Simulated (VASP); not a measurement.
All values below come from SCAN meta-GGA, VASP's PBE PAW potentials (set 64) (plane waves; VASP).

VASP ran on this input.

### POSCAR
```
GdN
1
    2.9400000000     0.0000000000     0.0000000000
    0.0000000000     2.9400000000     0.0000000000
    0.0000000000     0.0000000000     2.9400000000
Gd N
1 1
Direct
  0.0000000000   0.0000000000   0.0000000000
  0.5000000000   0.5000000000   0.5000000000
```

**KPOINTS**
```
Regular mesh
0
Gamma
 8 8 8
```

### INCAR
```
EDIFF = 1E-6   ! SCF stop (eV)
LWAVE = .False.
ISIF = 2   ! forces and stress, cell fixed
METAGGA = SCAN
LCHARG = .False.
LREAL = .False.   ! projection in real space or not
ISMEAR = 0   ! Gaussian
SYSTEM = GdN
NELM = 100
PREC = Accurate
ENCUT = 520   ! plane-wave cut-off (eV)
ALGO = Normal   ! blocked Davidson
SIGMA = 0.05   ! width (eV)
LMIXTAU = .True.
LMAXMIX = 6   ! l cut-off of mixed one-centre charges
LASPH = .True.   ! aspherical one-centre terms
```

POTCAR, in this order: Gd_3 N (PBE.64 set). Program: vasp_std.

Q: What will the output report for the number of irreducible k-points (NKPTS), number of bands (NBANDS), largest plane-wave count, number of space-group operations, FFT grid (NGX, NGY, NGZ)?

A: 
```
Quantity                                      Result
--------------------------------------  ------------
number of irreducible k-points (NKPTS)            35
number of bands (NBANDS)                          11
largest plane-wave count                         703
number of space-group operations                  48
FFT grid (NGX, NGY, NGZ)                24 × 24 × 24
```

The structure was generated: GdN was put into the CsCl type (Pm-3m), which need not be its known phase. The cell was not relaxed at this level. The run is one of a series of settings (GGA removed, LMIXTAU = .TRUE., METAGGA = SCAN against the base run), some of them coarse on purpose. The 4f electrons are frozen in the core of the lanthanide potential, so 4f levels, which can set the real gap, and their magnetism are missing.
